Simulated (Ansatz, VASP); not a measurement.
**One calculation of MgAl12, two programs**

```
Al Mg
1.0
     5.71430    0.00000    0.00000
     0.00000    5.71430    0.00000
     0.00000    0.00000   19.67502
Al Mg
12 1
Direct
  0.25000 0.25000 0.20330
  0.25000 0.75000 0.20330
  0.75000 0.25000 0.20330
  0.75000 0.75000 0.20330
  0.00000 0.00000 0.30928
  0.00000 0.50000 0.30928
  0.50000 0.00000 0.30928
  0.50000 0.50000 0.30928
  0.22682 0.22682 0.40848
  0.23212 0.73908 0.41694
  0.73908 0.23212 0.41694
  0.73506 0.73506 0.41878
  0.41667 0.41667 0.52177
```

Alike in both runs: functional PBE; k mesh 5 × 5 × 1; occupations gaussian, width 0.1 eV; no spin polarisation.

Ansatz relaxed the structure, and its values are those at the end. VASP's run is a single point on that final structure, the one shown.

```csv
,VASP,Ansatz
version,VASP 6.6.1,Ansatz 0.2.0
potentials or method,"VASP PAW PBE potentials, release 64 (Al, Mg)","scalar-relativistic, plane waves, PAW"
plane-wave cutoff (eV),520,420
valence electrons in the cell,38,46
```

VASP gave:

```
gap on the k mesh at the Fermi level (eV)  : none
rms of the force components (eV/Å)         : 0.112
work function, face that differs most (eV) : 3.32
```

Task: Which values does Ansatz return?

Result: gap on the k mesh at the Fermi level (eV): none; rms of the force components (eV/Å): 0.112; work function, face that differs most (eV): 3.31.

A gap of «none» marks a metal or a gap that the smearing closes. With one functional, cell and mesh, what is left measures potentials, basis and numerics. The two sets of potentials don't hold the same shells in valence.
